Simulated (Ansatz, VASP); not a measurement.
# Si4F: VASP beside Ansatz

Aim: how closely do two programs agree when they are given the same cell, functional and k mesh? The cell is taken from a series of runs on this material, whose earlier steps may have relaxed, scaled, displaced or heated it; both programs get it as it stands.

Calculated with Ansatz development build; plane waves, with VASP 6.6.1 beside it; single point at HSE06.

## Step 1: Set-up

The cell holds 10 atoms: 8 Si and 2 F. Cell: a = 3.802 Å, b = 3.802 Å, c = 49.800 Å, α = 90.0°, β = 90.0°, γ = 120.0°. It derives from Si. Vacuum lies along c.

As a file:

```cif
data_structure
_symmetry_space_group_name_H-M 'P 1'
_symmetry_Int_Tables_number 1
_cell_length_a 3.8019
_cell_length_b 3.8019
_cell_length_c 49.8000
_cell_angle_alpha 90.000
_cell_angle_beta 90.000
_cell_angle_gamma 120.000
_cell_volume 623.39
loop_
_atom_site_label
_atom_site_type_symbol
_atom_site_fract_x
_atom_site_fract_y
_atom_site_fract_z
_atom_site_occupancy
Si1 Si 0.33333 0.66667 0.39874 1
Si2 Si 0.00000 0.00000 0.41387 1
Si3 Si 0.00000 0.00000 0.46083 1
Si4 Si 0.66667 0.33333 0.47656 1
Si5 Si 0.66667 0.33333 0.52344 1
Si6 Si 0.33333 0.66667 0.53917 1
Si7 Si 0.33333 0.66667 0.58613 1
Si8 Si 0.00000 0.00000 0.60126 1
F9 F 0.33333 0.66667 0.36662 1
F10 F 0.00000 0.00000 0.63338 1
```

## Step 2: Ansatz: single point, HSE06

Ansatz runs on its PAW soft_1 files.

A single point gives forces, pressure and levels at one fixed geometry, so differences don't come from the geometry; what else differs is listed under the comparison.

The input, input.yaml:

```yaml
crystal:
  lattice:
    - [3.8018939593, 0.0, 0.0]
    - [-1.9009469797, 3.2925367513, 0.0]
    - [0.0, 0.0, 49.8]
  atoms:
    - { symbol: Si, position: [0.3333333333, 0.6666666667, 0.3987399383] }
    - { symbol: Si, position: [0.9999999999, 1.0000000001, 0.4138656873] }
    - { symbol: Si, position: [0.9999999999, 1.0000000001, 0.460831516] }
    - { symbol: Si, position: [0.6666666666, 0.3333333334, 0.4765592455] }
    - { symbol: Si, position: [0.6666666666, 0.3333333334, 0.5234407545] }
    - { symbol: Si, position: [0.3333333333, 0.6666666667, 0.539168484] }
    - { symbol: Si, position: [0.3333333333, 0.6666666667, 0.5861343127] }
    - { symbol: Si, position: [0.9999999999, 1.0000000001, 0.6012600617] }
    - { symbol: F, position: [0.3333333333, 0.6666666667, 0.3666187181] }
    - { symbol: F, position: [0.9999999999, 1.0000000001, 0.6333812819] }
  periodic: [true, true, false]
kpoints:
  mp_grid: { grid: [6, 6, 1] }
  band_path:
    path: [[0.0, 0.0, 0.0], [0.5, 0.0, 0.0], [0.3333333333, 0.3333333333, 0.0]]
    npoints: 1
hamiltonian:
  xc: hse06
  pseudopotentials: { kind: paw, azcp: { folder: soft_1 } }
scf:
  occupations: { method: fixed }
  n_bands: 30
output:
  eigenvalues: true
```

Started as:

```console
ansatz run input.yaml --threads 4 --pin off --max-ram 17510MiB --backend cpu --events-out ev --progress --plain --runs-dir out
```

Numbers of over 12 decimals in the logs are rounded to 6 here.

The log of the run:

```text
Engine: ansatz (development build), aarch64-unknown-linux-gnu
Pseudopotentials: kind: paw
Pseudopotential: Si, paw, valence charge 4, recommended cutoff 420 eV (normal), soft_1/Si.paw.azcp
Pseudopotential: F, paw, valence charge 7, recommended cutoff 420 eV (normal), soft_1/F.paw.azcp
Functional definition: HSE06
  parameter a = 0.25
  parameter omega = 0.11/bohr
  exchange = pbe_x - a*pbe_x_sr(omega) + a*exact_x_sr(omega)
  correlation = pbe_c
davidson cushion auto → on  (no smearing: the cushion is to keep the highest requested band from converging to the state above it; pin scf.eigensolver.cushion to override)
Crystal: 10 atoms, lattice volume = 623.390 Å³
Basis set: ecut = 420 eV, 12167 PW (Γ)
Bands: 30, of which v1, the nominal top of the filled ones, is band 23 counted from 1 (22 counted from 0)
Symmetry: 12 space group operations
Space group: P-3m1 (ITA 164), of the structure as read, at distance tolerance 8.5e-5 Å
k-points: 7 of 36
Non-local potential: Si, projectors of the file, l = 0: 2, l = 1: 2, l = 2: 1
Non-local potential: F, projectors of the file, l = 0: 2, l = 1: 2, l = 2: 1
PAW form: soft (Blöchl's): semilocal exchange-correlation on the pseudo side does not see the compensation charge
PAW frozen core: Si, regenerated for the run's functional, and the local potential with it (the file was generated under x = pbe(κ = 0.804, μ = 0.219515), c = pbe(β = 0.066725))
PAW frozen core: F, regenerated for the run's functional, and the local potential with it (the file was generated under x = pbe(κ = 0.804, μ = 0.219515), c = pbe(β = 0.066725))
PAW one-centre angular grid: Si, 110 points (default); XC on 64 Gauss nodes
PAW one-centre angular grid: F, 110 points (default); XC on 64 Gauss nodes
Initial density: superposition of atomic densities (neutral atoms: chi_scale 0, normalization atom)
Initial wavefunctions: pseudopotential atomic-orbital guess
Functional: x = pbe(κ = 0.804, μ = 0.219515), c = pbe(β = 0.066725), warm-up for x = pbe(κ = 0.804, μ = 0.219515) + 0.25 (exact − pbe) at short range (hse, ω = 0.207870 Å⁻¹), c = pbe(β = 0.066725); HSE06 as pw.x's `hse` composes it (authors' and Libxc's form: `xc: wpbeh`)
iter 1 solved again at ethr=1.53e-2 eV; its pass at ethr=1.00e-1 eV (dr2=7.03e0 eV) is discarded
SCF iter   1: F=—  HF=-6706.187543 eV  |F-HF|=—  |Δ(HF+E_count)|=         —  Δρ=3.59e-2  dr2=6.93e0  ethr=1.53e-2  ⟨swp⟩=4.0  Hψ=1324  notcnv=0
preconditioner: auto → none  [insulator: Δε(μ)=1.121 eV  Ē_g=8.625 eV  n_scr=28 (ndim 8)  ℏωp=9.6 eV  f_vac=0.683]
SCF iter   2: F=—  HF=-6704.958521 eV  |F-HF|=—  |Δ(HF+E_count)|=    1.23e0  Δρ=2.33e-2  dr2=3.09e0  ethr=1.51e-2  ⟨swp⟩=4.1  Hψ=586  notcnv=0  defer=3
SCF iter   3: F=—  HF=-6704.998880 eV  |F-HF|=—  |Δ(HF+E_count)|=   4.04e-2  Δρ=1.13e-2  dr2=4.03e0  ethr=6.72e-3  ⟨swp⟩=4.9  Hψ=656  notcnv=0
SCF iter   4: F=—  HF=-6704.514313 eV  |F-HF|=—  |Δ(HF+E_count)|=   4.85e-1  Δρ=5.28e-3  dr2=6.94e-1  ethr=6.72e-3  ⟨swp⟩=4.6  Hψ=545  notcnv=0  defer=4
iter 5 solved again at ethr=7.76e-5 eV; its pass at ethr=1.51e-3 eV (dr2=3.57e-2 eV) is discarded
SCF iter   5: F=—  HF=-6704.422791 eV  |F-HF|=—  |Δ(HF+E_count)|=   9.15e-2  Δρ=1.89e-3  dr2=3.49e-2  ethr=7.76e-5  ⟨swp⟩=5.3  Hψ=1096  notcnv=0  defer=1
SCF iter   6: F=—  HF=-6704.420163 eV  |F-HF|=—  |Δ(HF+E_count)|=   2.63e-3  Δρ=7.23e-4  dr2=2.43e-3  ethr=7.59e-5  ⟨swp⟩=3.4  Hψ=495  notcnv=0  defer=4
SCF iter   7: F=—  HF=-6704.420587 eV  |F-HF|=—  |Δ(HF+E_count)|=   4.24e-4  Δρ=1.70e-4  dr2=1.50e-4  ethr=5.28e-6  ⟨swp⟩=5.0  Hψ=681  notcnv=0
SCF iter   8: F=—  HF=-6704.420603 eV  |F-HF|=—  |Δ(HF+E_count)|=   1.64e-5  Δρ=3.58e-5  dr2=4.59e-6  ethr=3.26e-7  ⟨swp⟩=4.4  Hψ=633  notcnv=0  defer=1
[...]
SCF 1 converged in 10 iterations: F = -6704.420610 eV  dr2 = 4.14e-8
  greatest PAW one-centre occupation: 0.933 electrons in one spin orbital (limit 2), on the F atom at site 9 (counted from 0), in its partial waves of l = 0
Initial density: handed on by an earlier stage of this run
Initial wavefunctions: those handed on with the density
Functional: x = pbe(κ = 0.804, μ = 0.219515) + 0.25 (exact − pbe) at short range (hse, ω = 0.207870 Å⁻¹), c = pbe(β = 0.066725); HSE06 as pw.x's `hse` composes it (authors' and Libxc's form: `xc: wpbeh`)
Exchange kernel: α = 0.2500, screened, ω = 0.2079 Å⁻¹, Wigner–Seitz truncation, v(0) = 1046.6201 eV·Å³, q-mesh 6×6×1, nearest image of the exchange supercell L = 22.81 Å, pair-density grid 24×24×360, without the augmentation charges, whose exchange is taken in its separable form by FFT convolution over the k-point mesh (the finest that the files' search goes to), smooth part of the exact exchange by density-matrix convolution
Frozen-core exchange: fock
[...]
eigensolver tolerance schedule calibrated: the retry pair's looser diagonalisation under-reported the residual by θ = 0.58 (0.18/decade); ethr = c·dr2/N_el runs at the constant in force after the calibration composes with the one it found (an armed cap, an earlier calibration), c = 3.1e-2
preconditioner: auto → none  [insulator: Δε(μ)=1.338 eV  Ē_g=9.597 eV  n_scr=28 (ndim 8)  ℏωp=9.6 eV  f_vac=0.689]
[...]
SCF 2 stopped early in 6 iterations: F = -6707.945329 eV  dr2 = 4.62e-6
  greatest PAW one-centre occupation: 0.935 electrons in one spin orbital (limit 2), on the F atom at site 9 (counted from 0), in its partial waves of l = 0
hybrid outer 1: dexx = +1.601e-2 eV
Exchange kernel: α = 0.2500, screened, ω = 0.2079 Å⁻¹, Wigner–Seitz truncation, v(0) = 1046.6201 eV·Å³, q-mesh 6×6×1, nearest image of the exchange supercell L = 22.81 Å, pair-density grid 24×24×360, without the augmentation charges, whose exchange is taken in its separable form by FFT convolution over the k-point mesh (the finest that the files' search goes to), smooth part of the exact exchange by density-matrix convolution
Frozen-core exchange: fock
[...]
preconditioner: auto → none  [insulator: Δε(μ)=1.370 eV  Ē_g=9.522 eV  n_scr=28 (ndim 8)  ℏωp=9.6 eV  f_vac=0.691]
[...]
SCF iter   6: F=-6707.963632 eV  HF=-6707.963632 eV  |F-HF|=3.76e-8  |Δ(HF+E_count)|=   1.04e-7  Δρ=3.51e-6  dr2=7.45e-8  ethr=8.43e-10  ⟨swp⟩=3.3  Hψ=534  notcnv=0
SCF 3 converged in 6 iterations: F = -6707.963632 eV  dr2 = 7.45e-8
hybrid outer 2: dexx = +4.011e-4 eV
Exchange kernel: α = 0.2500, screened, ω = 0.2079 Å⁻¹, Wigner–Seitz truncation, v(0) = 1046.6201 eV·Å³, q-mesh 6×6×1, nearest image of the exchange supercell L = 22.81 Å, pair-density grid 24×24×360, without the augmentation charges, whose exchange is taken in its separable form by FFT convolution over the k-point mesh (the finest that the files' search goes to), smooth part of the exact exchange by density-matrix convolution
Frozen-core exchange: fock
SCF iter   1: F=—  HF=-6707.964116 eV  |F-HF|=—  |Δ(HF+E_count)|=         —  Δρ=6.04e-5  dr2=1.87e-5  ethr=1.74e-7  ⟨swp⟩=4.7  Hψ=772  notcnv=0
preconditioner: auto → none  [insulator: Δε(μ)=1.375 eV  Ē_g=9.519 eV  n_scr=28 (ndim 8)  ℏωp=9.6 eV  f_vac=0.691]
SCF iter   2: F=—  HF=-6707.964110 eV  |F-HF|=—  |Δ(HF+E_count)|=   5.75e-6  Δρ=2.74e-5  dr2=3.43e-6  ethr=4.08e-8  ⟨swp⟩=3.0  Hψ=489  notcnv=0
SCF iter   3: F=—  HF=-6707.964111 eV  |F-HF|=—  |Δ(HF+E_count)|=   3.10e-7  Δρ=1.02e-5  dr2=6.57e-6  ethr=7.45e-9  ⟨swp⟩=4.6  Hψ=666  notcnv=0
SCF iter   4: F=—  HF=-6707.964109 eV  |F-HF|=—  |Δ(HF+E_count)|=   1.06e-6  Δρ=4.40e-6  dr2=7.20e-7  ethr=7.45e-9  ⟨swp⟩=4.4  Hψ=571  notcnv=0  defer=7
iter 5 solved again at ethr=5.26e-11 eV; its pass at ethr=1.56e-9 eV (dr2=2.42e-8 eV) is discarded
SCF iter   5: F=-6707.964109 eV  HF=-6707.964109 eV  |F-HF|=1.67e-8  |Δ(HF+E_count)|=   1.11e-7  Δρ=1.75e-6  dr2=2.42e-8  ethr=5.26e-11  ⟨swp⟩=5.0  Hψ=1135  notcnv=0
SCF 4 converged in 5 iterations: F = -6707.964109 eV  dr2 = 2.42e-8
hybrid outer 3: dexx = +1.508e-5 eV, Δε = 3.76e-3 eV (about 9.05e-4 eV left of the loop's levels)
Exchange kernel: α = 0.2500, screened, ω = 0.2079 Å⁻¹, Wigner–Seitz truncation, v(0) = 1046.6201 eV·Å³, q-mesh 6×6×1, nearest image of the exchange supercell L = 22.81 Å, pair-density grid 24×24×360, without the augmentation charges, whose exchange is taken in its separable form by FFT convolution over the k-point mesh (the finest that the files' search goes to), smooth part of the exact exchange by density-matrix convolution
Frozen-core exchange: fock
SCF iter   1: F=—  HF=-6707.964128 eV  |F-HF|=—  |Δ(HF+E_count)|=         —  Δρ=1.27e-5  dr2=7.98e-7  ethr=6.56e-9  ⟨swp⟩=5.3  Hψ=749  notcnv=0
SCF iter   2: F=—  HF=-6707.964128 eV  |F-HF|=—  |Δ(HF+E_count)|=   2.59e-7  Δρ=5.41e-6  dr2=1.22e-7  ethr=1.74e-9  ⟨swp⟩=2.1  Hψ=463  notcnv=0
SCF iter   3: F=-6707.964127 eV  HF=-6707.964128 eV  |F-HF|=3.12e-8  |Δ(HF+E_count)|=   2.75e-8  Δρ=1.61e-6  dr2=3.27e-8  ethr=2.64e-10  ⟨swp⟩=4.0  Hψ=616  notcnv=0
SCF 5 converged in 3 iterations: F = -6707.964127 eV  dr2 = 3.27e-8
hybrid outer 4: dexx = +6.319e-7 eV, Δε = 6.18e-4 eV (about 1.81e-4 eV left of the loop's levels)
NSCF: frozen V_eff on 3 k-points
hybrid SCF converged: 4 outer / 20 inner (+10 warm-up), |dexx| = 6.32e-7 eV, tail = 1.63e-7 eV
Stability not checked: this state was not tested for a lower state beside it, because the functional holds exact exchange (a hybrid, or Hartree-Fock), whose exchange loop this test does not read (fock_operator; see scf.lower_state_search)
Free energy (F): -6707.964128 eV
Frozen-core exchange: fock
Harris-Foulkes:  -6707.964128 eV  (|F-HF|=3.12e-8)
Internal energy: -6707.964128 eV  (E = F + TS)
E sigma→0 (E₀):  -6707.964128 eV
Fermi energy:    -6.997043 eV
--- Per-component energies (eV) ---
  E_band       = -685.280025
  E_kinetic    = 731.302520
  E_local      = -109152.564964  (includes V_loc(G=0)·N_el)
  E_nonlocal   = 350.741936
  E_hartree    = 54094.653028
  E_xc         = -492.230432
  E_vxc        = -469.940519  (∫ρ·V_xc dr)
  E_exx        = -98.570300  (= α·E_x^exact, valence–valence)
  E_paw        = -4522.527481  (= ΣΔE_a)
  E_vpaw       = -137.007948  (= ΣTr[D̂ρ^β])
  E_aug_tail   = 0.001696  (compensation charges beyond the density's cutoff)
  E_ewald      = 52381.798778
  E_core_change = -0.568909  (= ΣΔE_core)
  E_smearing   = -0.000000  (= −TS)
  E_closure    = -0.000000  (closes the sum)
  Σ components = -6707.964128   (vs F -6707.964128, Δ=3.64e-12)
--- Band table (eV; the first three rows and the last of 7) ---
  k-point 0: bands = [... 19 lower, -7.2765, -7.2765, -6.9970, -6.9970, -4.7484, -4.6223, -4.2390, -3.9476, ... 3 higher]
  k-point 1: bands = [... 19 lower, -8.3855, -8.3854, -7.7528, -7.4071, -4.5826, -4.2985, -3.9798, -3.4120, ... 3 higher]
  k-point 2: bands = [... 19 lower, -9.1685, -8.7798, -8.4678, -8.0894, -5.4479, -5.0024, -4.2475, -4.0537, ... 3 higher]
  k-point 6: bands = [... 19 lower, -10.8798, -9.5515, -9.4076, -9.4076, -4.3679, -4.3679, -3.7773, -2.2465, ... 3 higher]
  the weakly bound empty levels are not read free of the cell's end (exact_exchange)
fft plans: ranked — 3 lengths (probe disabled); 39 noted on the structural route
```

Reading the cycles: dr2 is the Hartree energy of the density residual (eV), the measure of convergence; HF is the Harris–Foulkes estimate of the energy, which meets the free energy F at convergence.

(Part 1 of 2 ends here.)

[Lines on the potential files, build, host, timing and source positions are cut from VASP's logs without a mark.]

[Logs are printed without paths, hosts, clocks, repeated set-up lines and the standing remarks that a program may print on its own settings, such as how far it seeks lower states.]

[Hosts, paths, dates, database ids (printed as entryN), source tags and the programs' standing remarks are cut or masked in the printed files.]
